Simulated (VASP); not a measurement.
Method: revPBE GGA, VASP's PBE PAW potentials (set 64) (plane waves; VASP 6.6.1).

VASP ran on this input.

POSCAR:
```
C
1
    1.2374643044    -2.1433505462    -0.0000000000
    1.2374643044     2.1433505462    -0.0000000000
    0.0000000000     0.0000000000     7.7857623082
C
4
Direct
  0.0000000000   0.0000000000   0.2500000000
  0.0000000000   0.0000000000   0.7500000000
  0.3333330000   0.6666670000   0.2500000000
  0.6666670000   0.3333330000   0.7500000000
```

KPOINTS:
```
Automatic mesh
0
Gamma
9 9 3
0 0 0
```

INCAR:
```
SYSTEM = C
PREC = Accurate
ENCUT = 520
EDIFF = 1E-6
NELM = 100
ALGO = Normal
LREAL = .FALSE.
LASPH = .TRUE.
ISMEAR = 0
SIGMA = 0.05
GGA = RE
LWAVE = .FALSE.
LCHARG = .FALSE.
IBRION = 2
ISIF = 3
NSW = 60
EDIFFG = -0.02
```

POTCAR, in this order: C (PBE.64 set). Program: vasp_std.

Output of the run:

### OSZICAR
```
...
DAV:   4    -0.354583453547E+02   -0.21269E-04   -0.29302E-04   632   0.140E-01    0.887E-02
DAV:   5    -0.354583617059E+02   -0.16351E-04   -0.23095E-04   624   0.141E-01    0.262E-02
DAV:   6    -0.354583622688E+02   -0.56287E-06   -0.12027E-05   692   0.269E-02    0.215E-02
DAV:   7    -0.354583687794E+02   -0.65106E-05   -0.21317E-06   624   0.146E-02    0.124E-02
DAV:   8    -0.354583706290E+02   -0.18497E-05   -0.17917E-07   464   0.454E-03    0.814E-03
DAV:   9    -0.354583712335E+02   -0.60443E-06   -0.81416E-08   424   0.322E-03
   8 F= -.35458371E+02 E0= -.35457669E+02  d E =-.517673E-02
       N       E                     dE             d eps       ncg     rms          rms(c)
DAV:   1    -0.355187531481E+02   -0.60383E-01   -0.19763E+00   592   0.114E+01    0.911E-01
DAV:   2    -0.354807777742E+02    0.37975E-01   -0.47899E-02   588   0.172E+00    0.507E-01
DAV:   3    -0.354628207122E+02    0.17957E-01   -0.57221E-02   652   0.163E+00    0.158E-01
DAV:   4    -0.354628960056E+02   -0.75293E-04   -0.11773E-03   620   0.276E-01    0.170E-01
DAV:   5    -0.354628955208E+02    0.48474E-06   -0.20024E-04   628   0.125E-01    0.128E-01
DAV:   6    -0.354629172645E+02   -0.21744E-04   -0.16287E-04   612   0.139E-01    0.104E-01
DAV:   7    -0.354629366883E+02   -0.19424E-04   -0.62453E-06   688   0.201E-02    0.102E-01
DAV:   8    -0.354629531554E+02   -0.16467E-04   -0.33971E-06   620   0.169E-02    0.984E-02
DAV:   9    -0.354629535163E+02   -0.36089E-06   -0.56416E-08   428   0.226E-03
   9 F= -.35462954E+02 E0= -.35462240E+02  d E =-.975901E-02
       N       E                     dE             d eps       ncg     rms          rms(c)
DAV:   1    -0.356795811239E+02   -0.21663E+00   -0.74794E+00   592   0.220E+01    0.172E+00
DAV:   2    -0.355385185788E+02    0.14106E+00   -0.18306E-01   592   0.335E+00    0.971E-01
DAV:   3    -0.354682206893E+02    0.70298E-01   -0.22817E-01   648   0.324E+00    0.330E-01
DAV:   4    -0.354684057108E+02   -0.18502E-03   -0.44690E-03   632   0.533E-01    0.338E-01
DAV:   5    -0.354683416384E+02    0.64072E-04   -0.59992E-05   708   0.649E-02    0.339E-01
DAV:   6    -0.354686430412E+02   -0.30140E-03   -0.11280E-04   668   0.741E-02    0.344E-01
DAV:   7    -0.354795311168E+02   -0.10888E-01   -0.16361E-02   640   0.110E+00    0.107E+00
DAV:   8    -0.354699518696E+02    0.95792E-02   -0.95602E-03   612   0.721E-01    0.705E-01
DAV:   9    -0.354687415222E+02    0.12103E-02   -0.45490E-03   648   0.521E-01    0.376E-01
DAV:  10    -0.354688852668E+02   -0.14374E-03   -0.52833E-04   604   0.237E-01    0.955E-02
DAV:  11    -0.354688566784E+02    0.28588E-04   -0.29548E-05   708   0.554E-02    0.229E-02
DAV:  12    -0.354688448314E+02    0.11847E-04   -0.10042E-05   636   0.241E-02    0.272E-02
DAV:  13    -0.354688436073E+02    0.12242E-05   -0.16459E-05   628   0.318E-02    0.175E-02
DAV:  14    -0.354688465095E+02   -0.29022E-05   -0.43546E-06   640   0.177E-02    0.520E-03
DAV:  15    -0.354688471058E+02   -0.59632E-06   -0.19952E-07   444   0.384E-03
  10 F= -.35468847E+02 E0= -.35468079E+02  d E =-.156526E-01
       N       E                     dE             d eps       ncg     rms          rms(c)
DAV:   1    -0.362452662695E+02   -0.77642E+00   -0.26919E+01   600   0.411E+01    0.327E+00
DAV:   2    -0.357358997979E+02    0.50937E+00   -0.68630E-01   588   0.647E+00    0.189E+00
DAV:   3    -0.354614230660E+02    0.27448E+00   -0.92050E-01   644   0.643E+00    0.699E-01
DAV:   4    -0.354618270297E+02   -0.40396E-03   -0.18549E-02   632   0.102E+00    0.608E-01
DAV:   5    -0.354634490470E+02   -0.16220E-02   -0.66431E-03   604   0.769E-01    0.939E-02
DAV:   6    -0.354646996245E+02   -0.12506E-02   -0.19846E-03   612   0.456E-01    0.234E-01
DAV:   7    -0.354645252658E+02    0.17436E-03   -0.10660E-04   688   0.838E-02    0.167E-01
DAV:   8    -0.354643287342E+02    0.19653E-03   -0.90804E-04   620   0.216E-01    0.353E-02
DAV:   9    -0.354643288800E+02   -0.14577E-06   -0.13881E-05   660   0.346E-02    0.238E-02
DAV:  10    -0.354643315059E+02   -0.26259E-05   -0.56067E-06   660   0.187E-02    0.164E-03
DAV:  11    -0.354643327248E+02   -0.12189E-05   -0.20680E-07   428   0.499E-03    0.871E-04
DAV:  12    -0.354643326606E+02    0.64252E-07   -0.15546E-08   368   0.142E-03
  11 F= -.35464333E+02 E0= -.35463365E+02  d E =-.111382E-01
       N       E                     dE             d eps       ncg     rms          rms(c)
DAV:   1    -0.358575377995E+02   -0.39321E+00   -0.14223E+01   584   0.312E+01    0.252E+00
DAV:   2    -0.355939590458E+02    0.26358E+00   -0.32745E-01   580   0.438E+00    0.135E+00
DAV:   3    -0.354719737380E+02    0.12199E+00   -0.35871E-01   624   0.413E+00    0.404E-01
DAV:   4    -0.354708601926E+02    0.11135E-02   -0.92092E-03   632   0.742E-01    0.160E-01
DAV:   5    -0.354700187062E+02    0.84149E-03   -0.12312E-03   668   0.315E-01    0.422E-02
DAV:   6    -0.354700044015E+02    0.14305E-04   -0.72791E-05   664   0.622E-02    0.231E-02
DAV:   7    -0.354700117735E+02   -0.73720E-05   -0.29144E-05   608   0.528E-02    0.441E-03
DAV:   8    -0.354700113738E+02    0.39973E-06   -0.24752E-06   632   0.132E-02
  12 F= -.35470011E+02 E0= -.35469197E+02  d E =-.168169E-01
       N       E                     dE             d eps       ncg     rms          rms(c)
DAV:   1    -0.354746147392E+02   -0.46030E-02   -0.16006E-01   600   0.326E+00    0.261E-01
DAV:   2    -0.354715413630E+02    0.30734E-02   -0.36086E-03   604   0.475E-01    0.144E-01
DAV:   3    -0.354700653395E+02    0.14760E-02   -0.45331E-03   640   0.461E-01    0.457E-02
DAV:   4    -0.354700667003E+02   -0.13608E-05   -0.86625E-05   640   0.783E-02    0.505E-02
DAV:   5    -0.354700591723E+02    0.75280E-05   -0.64896E-05   600   0.819E-02    0.142E-02
DAV:   6    -0.354700574284E+02    0.17439E-05   -0.59763E-06   656   0.172E-02    0.127E-02
DAV:   7    -0.354700600401E+02   -0.26117E-05   -0.51204E-07   432   0.730E-03    0.909E-03
DAV:   8    -0.354700610997E+02   -0.10596E-05   -0.10462E-07   384   0.381E-03    0.688E-03
DAV:   9    -0.354700613664E+02   -0.26672E-06   -0.23824E-08   344   0.144E-03
  13 F= -.35470061E+02 E0= -.35469233E+02  d E =-.168669E-01
       N       E                     dE             d eps       ncg     rms          rms(c)
DAV:   1    -0.354706077735E+02   -0.54667E-03   -0.19124E-02   608   0.113E+00    0.922E-02
DAV:   2    -0.354702347683E+02    0.37301E-03   -0.43955E-04   604   0.164E-01    0.505E-02
DAV:   3    -0.354700595190E+02    0.17525E-03   -0.53477E-04   644   0.159E-01    0.155E-02
DAV:   4    -0.354700595933E+02   -0.74303E-07   -0.99475E-06   632   0.266E-02
  14 F= -.35470060E+02 E0= -.35469236E+02  d E =-.168651E-01
       N       E                     dE             d eps       ncg     rms          rms(c)
DAV:   1    -0.354718271334E+02   -0.17676E-02   -0.66104E-02   632   0.220E+00    0.193E-01
DAV:   2    -0.354704694972E+02    0.13576E-02   -0.17471E-03   600   0.325E-01    0.103E-01
DAV:   3    -0.354698943018E+02    0.57520E-03   -0.17102E-03   632   0.285E-01    0.256E-02
DAV:   4    -0.354698945076E+02   -0.20575E-06   -0.27835E-05   652   0.441E-02    0.202E-02
DAV:   5    -0.354698946100E+02   -0.10247E-06   -0.65732E-06   616   0.307E-02
  15 F= -.35469895E+02 E0= -.35469080E+02  d E =0.164983E-03
       N       E                     dE             d eps       ncg     rms          rms(c)
DAV:   1    -0.354708877538E+02   -0.99325E-03   -0.25063E-02   624   0.135E+00    0.120E-01
DAV:   2    -0.354703805213E+02    0.50723E-03   -0.63981E-04   608   0.199E-01    0.641E-02
DAV:   3    -0.354701637104E+02    0.21681E-03   -0.64660E-04   628   0.176E-01    0.157E-02
DAV:   4    -0.354701635704E+02    0.13997E-06   -0.10498E-05   644   0.270E-02    0.123E-02
DAV:   5    -0.354701627209E+02    0.84948E-06   -0.21465E-06   568   0.175E-02
  16 F= -.35470163E+02 E0= -.35469343E+02  d E =-.103128E-03
```

File OUTCAR:
```
------------------------ aborting loop because EDIFF is reached ----------------------------------------
  FORCE on cell =-STRESS in cart. coord.  units (eV):
  Direction    XX          YY          ZZ          XY          YZ          ZX
  --------------------------------------------------------------------------------------
  Total       -0.0077861     -0.0077861      0.0114011      0.0000000     -0.0000000      0.0000000
  in kB       -0.2717892     -0.2717890      0.3979796      0.0000000     -0.0000000      0.0000000
  external PRESSURE =      -0.0485329 kB  Pullay stress =       0.0000000 kB
  volume of cell :       45.90
      direct lattice vectors                 reciprocal lattice vectors
     1.238025968 -2.144323376 -0.000000000     0.403868750 -0.233173786 -0.000000000
     1.238025968  2.144323376  0.000000000     0.403868750  0.233173786  0.000000000
    -0.000000000 -0.000000000  8.644666810    -0.000000000 -0.000000000  0.115678258
 POSITION                                       TOTAL-FORCE (eV/Angst)
 -----------------------------------------------------------------------------------
     -0.00000     -0.00000      2.16117        -0.000000      0.000000     -0.000000
     -0.00000     -0.00000      6.48350         0.000000      0.000000      0.000000
      1.23803      0.71478      2.16117        -0.000000      0.000000     -0.000000
      1.23803     -0.71478      6.48350         0.000000     -0.000000      0.000000
 -----------------------------------------------------------------------------------
    total drift:                               -0.000000     -0.000000      0.000000
  FREE ENERGIE OF THE ION-ELECTRON SYSTEM (eV)
  ---------------------------------------------------
  free  energy   TOTEN  =       -35.4701627209 eV

  energy  without entropy=      -35.4685229953  energy(sigma->0) =      -35.46934286

 reached required accuracy - stopping structural energy minimisation
```
(Selected blocks of OUTCAR.)

CONTCAR:
```
C
   1.00000000000000
     1.2380259683968051   -2.1443233762228799   -0.0000000000000000
     1.2380259683968051    2.1443233762228799    0.0000000000000000
    -0.0000000000000000   -0.0000000000000000    8.6446668103752540
  C
     4
Direct
     0.0000000000000000    0.0000000000000000    0.2500000000000000
     0.0000000000000000    0.0000000000000000    0.7500000000000000
     0.3333330000000032    0.6666669999999968    0.2500000000000000
     0.6666669999999968    0.3333330000000032    0.7500000000000000
```

### OUTCAR
```
 val. band max:        2.7337009086   @ k =   0.3333   0.3333   0.0000

 cond. band min:       2.7346944858   @ k =   0.3333   0.3333   0.3333


 Fermi energy:         2.7343390158

 k-point     1 :       0.0000    0.0000    0.0000
  band No.  band energies     occupation
      1     -16.7670      2.00000
      2     -16.7373      2.00000
      3      -4.9970      2.00000
      4      -4.5765      2.00000
      5      -0.3043      2.00000
      6      -0.3043      2.00000
      7      -0.3031      2.00000
      8      -0.3031      2.00000
      9       6.1243      0.00000
     10       9.3495      0.00000
     11      10.9700      0.00000
     12      10.9701      0.00000

 k-point     2 :       0.1111   -0.0000    0.0000
  band No.  band energies     occupation
      1     -16.4768      2.00000
      2     -16.4476      2.00000
      3      -4.6499      2.00000
      4      -4.2364      2.00000
      5      -1.4250      2.00000
      6      -1.4224      2.00000
      7      -0.8709      2.00000
      8      -0.8689      2.00000
      9       6.5019      0.00000
     10       9.7007      0.00000
     11      11.0161      0.00000
     12      11.0526      0.00000

 k-point     3 :       0.2222    0.0000    0.0000
  band No.  band energies     occupation
      1     -15.6118      2.00000
      2     -15.5846      2.00000
      3      -3.9763      2.00000
      4      -3.9701      2.00000
      5      -3.6267      2.00000
      6      -3.2350      2.00000
      7      -2.0136      2.00000
      8      -2.0107      2.00000
      9       7.6338      0.00000
     10      10.4571      0.00000
     11      10.6413      0.00000
     12      10.7344      0.00000

 k-point     4 :       0.3333   -0.0000    0.0000
  band No.  band energies     occupation
      1     -14.1939      2.00000
      2     -14.1698      2.00000
      3      -6.8993      2.00000
      4      -6.8886      2.00000
      5      -3.0226      2.00000
      6      -3.0194      2.00000
...
```

Energy and stress use the plane-wave basis of the starting cell. Without a dispersion term in the relaxation, distances and binding between the weakly bound layers, chains or molecules are unreliable, and so is what depends on them.

The compound is C in the graphite structure. This run relaxes it. Symmetry was kept, so distortions that lower it aren't found. The k-mesh is coarse (spacing up to 0.33 per Å, 2π included), so the numbers may not be converged in it. The start is the result of an earlier pass.
